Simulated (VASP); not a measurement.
C:

```
CELL_PARAMETERS angstrom
2.46100 0.00000 0.00000
-1.23050 2.13129 0.00000
0.00000 0.00000 7.37880
ATOMIC_POSITIONS crystal
C 0.00000 0.00000 0.25000
C 0.33333 0.66667 0.25000
C 0.00000 0.00000 0.75000
C 0.66667 0.33333 0.75000
```

The cell was built by a generator and needn't be a form met in nature.

Base run:

```yaml
Program: VASP 6.6.1
Functional: PBE
Potentials_or_basis: VASP PAW PBE potentials, release 64 (C)
Cutoff: 520 eV
k_mesh: 16 × 16 × 4
Occupations: fermi-dirac, width 0.05 eV
Spin: no spin polarisation
```

Its results: band gap on the k mesh 0.83 eV, direct; pressure 2.4 GPa.

The run is repeated on the same cell with these changes: dispersion from none to MBD. What comes out?

Band gap on the k mesh 0.83 eV, direct; pressure 0.2 GPa.

Dispersion adds attraction, which lowers the pressure at fixed volume.

Caveats: this functional lacks dispersion, which binds the layers, so the pressure and a relaxed spacing across them are unreliable (some runs).

A k mesh can miss the band edges.

Not every run made on this cell is shown here.
